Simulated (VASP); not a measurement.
Mg₂Si (antifluorite), at 0.96 of the tabulated volume:

```
Mg2Si
1.0
    0.00000     3.13209     3.13209
    3.13209     0.00000     3.13209
    3.13209     3.13209     0.00000
Mg Si
2 1
Cartesian
  1.56604   1.56604   1.56604
  4.69813   4.69813   4.69813
  0.00000   0.00000   0.00000
```

The lowest empty band near X, direction across the valley's axis, from PBE with spin-orbit coupling in VASP (PAW); its two spin partners are averaged. The gap over the points computed is 0.14 eV, and the next band on that side lies 0.32 eV away at the edge.

Run with 400 eV cut-off, 7×7×7 Γ-centred mesh, Gaussian smearing of 0.050 eV, potentials Mg Si.

```csv
distance from the edge in k (1/Å),distance in energy (meV)
0.018,6.6
0.025,12.7
0.035,24.9
0.050,50.4
```

**Question.** Fit E(1 + αE) = ħ²k²/2m* (ħ²/2m0 = 3.810 eV Å²) and predict the row at 0.070 1/Å.

**Answer.** The rows don't resolve α, so a parabola serves: the electron mass is m* = 0.189 m0, and so 99.0 meV. The run gave 97.4 meV, -1.6 meV from the fit.

Left out are points under 3 meV from the edge, since the levels carry 0.1 meV, and points farther than half the way to the next band.

The compound is Mg2Si in the antifluorite structure. The cell was not relaxed at this level.
